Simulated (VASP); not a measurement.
Output of a VASP run:

### OUTCAR
```
 ion  position               nearest neighbor table
   1  0.667  0.333  0.500-   4 2.33   4 2.33   4 2.33   3 2.33
   2  0.333  0.667  0.000-   3 2.33   3 2.33   3 2.33   4 2.33
   3  0.667  0.333  0.875-   2 2.33   2 2.33   2 2.33   1 2.33
   4  0.333  0.667  0.375-   1 2.33   1 2.33   1 2.33   2 2.33
  LATTYP: Found a hexagonal cell.
 ALAT       =     3.8024076449
 C/A-ratio  =     1.6382753201
 Subroutine PRICEL returns:
 Original cell was already a primitive cell.
 Subroutine GETGRP returns: Found 12 space group operations
The static configuration has the point symmetry C_3v.
 The point group associated with its full space group is C_6v.
The dynamic configuration has the point symmetry C_3v.
 Subroutine INISYM returns: Found 12 space group operations
 Subroutine IBZKPT returns following result:
 Found     30 irreducible k-points:

 Following reciprocal coordinates:
            Coordinates               Weight
  0.000000  0.000000  0.000000      1.000000
  0.125000  0.000000  0.000000      6.000000
  0.250000  0.000000  0.000000      6.000000
  0.375000  0.000000  0.000000      6.000000
  0.500000  0.000000  0.000000      3.000000
  0.125000  0.125000  0.000000      6.000000
  0.250000  0.125000  0.000000     12.000000
  0.375000  0.125000  0.000000     12.000000
  0.250000  0.250000  0.000000      6.000000
  0.375000  0.250000  0.000000      6.000000
  0.000000  0.000000  0.250000      2.000000
  0.125000  0.000000  0.250000     12.000000
  0.250000  0.000000  0.250000     12.000000
  0.375000  0.000000  0.250000     12.000000
  0.500000  0.000000  0.250000      6.000000
  0.125000  0.125000  0.250000     12.000000
  0.250000  0.125000  0.250000     24.000000
  0.375000  0.125000  0.250000     24.000000
  0.250000  0.250000  0.250000     12.000000
  0.375000  0.250000  0.250000     12.000000
  0.000000  0.000000  0.500000      1.000000
  0.125000  0.000000  0.500000      6.000000
  0.250000  0.000000  0.500000      6.000000
  0.375000  0.000000  0.500000      6.000000
  0.500000  0.000000  0.500000      3.000000
  0.125000  0.125000  0.500000      6.000000
  0.250000  0.125000  0.500000     12.000000
  0.375000  0.125000  0.500000     12.000000
  0.250000  0.250000  0.500000      6.000000
  0.375000  0.250000  0.500000      6.000000
   k-points           NKPTS =     30   k-points in BZ     NKDIM =     30   number of bands    NBANDS=     22
   number of dos      NEDOS =    601   number of ions     NIONS =      4
   total plane-waves  NPLWV =  37632
   dimension x,y,z NGX =    28 NGY =   28 NGZ =   48
   dimension x,y,z NGXF=    56 NGYF=   56 NGZF=   96
   ions per type =               2   2
   PREC   = accura    normal or accurate (medium, high low for compatibility)
   ISTART =      0    job   : 0-new  1-cont  2-samecut
   ICHARG =      2    charge: 1-file 2-atom 10-const
   ISPIN  =      1    spin polarized calculation?
   LNONCOLLINEAR =      F non collinear calculations
   LSORBIT =      F    spin-orbit coupling
   INIWAV =      1    electr: 0-lowe 1-rand  2-diag
   ENCUT  =  520.0 eV  38.22 Ry    6.18 a.u.   7.07  7.07 11.58*2*pi/ulx,y,z
   NELM   =    100;   NELMIN=  2; NELMDL= -5     # of ELM steps
   EDIFF  = 0.1E-06   stopping-criterion for ELM
   LREAL  =      F    real-space projection
   NLSPLINE    = F    spline interpolate recip. space projectors
   LMAXMIX     =    4 max onsite mixed and CHGCAR
   VOSKOWN=      0    Vosko Wilk Nusair interpolation
   EDIFFG = 0.1E-05   stopping-criterion for IOM
   NSW    =      0    number of steps for IOM
   NBLOCK =      1;   KBLOCK =      1    inner block; outer block
   IBRION =     -1    ionic relax: 0-MD 1-quasi-New 2-CG
   NFREE  =      0    steps in history (QN), initial steepest desc. (CG)
   ISIF   =      2    stress and relaxation
   ISYM   =      2    0-nonsym 1-usesym 2-fastsym
   TEIN   =    0.0    initial temperature
   TEBEG  =    0.0;   TEEND  =   0.0 temperature during run
   SMASS  =  -3.00    Nose mass-parameter (am)
...
```

OSZICAR:
```
       N       E                     dE             d eps       ncg     rms          rms(c)
DAV:   1     0.237602837150E+03    0.23760E+03   -0.17417E+04  1320   0.197E+03
DAV:   2     0.700695265529E+01   -0.23060E+03   -0.22563E+03  1416   0.378E+02
DAV:   3    -0.140459639952E+02   -0.21053E+02   -0.20972E+02  1590   0.118E+02
DAV:   4    -0.145160353825E+02   -0.47007E+00   -0.46971E+00  1554   0.182E+01
DAV:   5    -0.145251548481E+02   -0.91195E-02   -0.91185E-02  1612   0.244E+00    0.103E+01
DAV:   6    -0.136530978648E+02    0.87206E+00   -0.20385E+00  2042   0.439E+01    0.793E+00
DAV:   7    -0.136882502953E+02   -0.35152E-01   -0.20513E+00  1416   0.830E+00    0.338E+00
DAV:   8    -0.136676974568E+02    0.20553E-01   -0.11988E-01  1752   0.465E+00    0.116E+00
DAV:   9    -0.136685071820E+02   -0.80973E-03   -0.22904E-02  1828   0.260E+00    0.299E-01
DAV:  10    -0.136686387221E+02   -0.13154E-03   -0.12930E-03  1500   0.439E-01    0.192E-01
DAV:  11    -0.136688769441E+02   -0.23822E-03   -0.36882E-04  1464   0.134E-01    0.931E-02
DAV:  12    -0.136688744345E+02    0.25096E-05   -0.35345E-05  2068   0.103E-01    0.168E-02
DAV:  13    -0.136688773388E+02   -0.29043E-05   -0.69511E-06  1476   0.183E-02    0.816E-03
DAV:  14    -0.136688777878E+02   -0.44900E-06   -0.68151E-07  1576   0.878E-03    0.124E-03
DAV:  15    -0.136688777876E+02    0.19509E-09   -0.70138E-08  1044   0.210E-03
   1 F= -.14915472E+02 E0= -.14915472E+02  d E =0.000000E+00
```

OUTCAR:
```
------------------------ aborting loop because EDIFF is reached ----------------------------------------
 Edisp (eV)   -1.24659
  FORCE on cell =-STRESS in cart. coord.  units (eV):
  Direction    XX          YY          ZZ          XY          YZ          ZX
  --------------------------------------------------------------------------------------
  Total      -0.05748    -0.05748     0.03645     0.00000     0.00000     0.00000
  in kB      -1.18068    -1.18068     0.74874     0.00000     0.00000     0.00000
  external pressure =       -0.54 kB  Pullay stress =        0.00 kB
  volume of cell :       78.00
      direct lattice vectors                 reciprocal lattice vectors
     1.901203841 -3.292981606  0.000000000     0.262991263 -0.151838079  0.000000000
     1.901203841  3.292981606  0.000000000     0.262991263  0.151838079  0.000000000
     0.000000000  0.000000000  6.229390602     0.000000000  0.000000000  0.160529346
  FREE ENERGIE OF THE ION-ELECTRON SYSTEM (eV)
  ---------------------------------------------------
  free  energy   TOTEN  =       -14.9154719526 eV

  energy  without entropy=      -14.9154719526  energy(sigma->0) =      -14.91547195

 total charge

# of ion       s       p       d       tot
------------------------------------------
    1        0.521   0.485   9.802  10.808
    2        0.521   0.485   9.802  10.808
    3        1.314   2.445   0.000   3.759
    4        1.314   2.445   0.000   3.759
--------------------------------------------------
tot          3.671   5.860  19.603  29.134

 Electric field gradients after diagonalization (V/A^2)
 (convention: |V_zz| > |V_xx| > |V_yy|)
----------------------------------------------------------------------
 ion       V_xx      V_yy      V_zz     asymmetry (V_yy - V_xx)/ V_zz
----------------------------------------------------------------------
   1      -0.279    -0.266     0.546       0.024
   2      -0.279    -0.266     0.546       0.024
   3      -1.179    -1.177     2.356       0.000
   4      -1.178    -1.178     2.356       0.000
```
(Selected blocks of OUTCAR.)

### POSCAR
```
ZnS
1
    1.9012038406    -3.2929816055     0.0000000000
    1.9012038406     3.2929816055     0.0000000000
    0.0000000000     0.0000000000     6.2293906017
Zn S
2 2
Direct
  0.6666670000   0.3333330000   0.5001496791
  0.3333330000   0.6666670000   0.0001496791
  0.6666670000   0.3333330000   0.8748503209
  0.3333330000   0.6666670000   0.3748503209
```

Task: Reconstruct the remaining input files.

Result: Several could match; the one computed here: the input of the run itself, PBE GGA with D3 dispersion (Becke-Johnson damping), plane waves, VASP's PBE PAW potentials (set 64).

**INCAR**
```
! general
SYSTEM  = ZnS
PREC    = Accurate
ENCUT   = 520
LREAL   = F   ! projection in real space or not
LASPH   = T

! electronic loop
EDIFF   = 1E-7   ! SCF stop (eV)
NELM    = 100   ! most electronic steps
ALGO    = Normal
LMAXMIX = 4   ! l cut-off of mixed one-centre charges

! smearing
ISMEAR  = -5

! functional
GGA     = PE
IVDW    = 12

! ions
ISIF    = 2

! output
LWAVE   = F
LCHARG  = T
LORBIT  = 11   ! lm-projected
NEDOS   = 601

! other
LEFG    = T
```

File KPOINTS:
```
Automatic mesh
0
Gamma
8 8 4
0 0 0
```

POTCAR, in this order: Zn S (PBE.64 set). Program: vasp_std.

The compound is ZnS in the wurtzite structure, the high-temperature form. It was relaxed first.
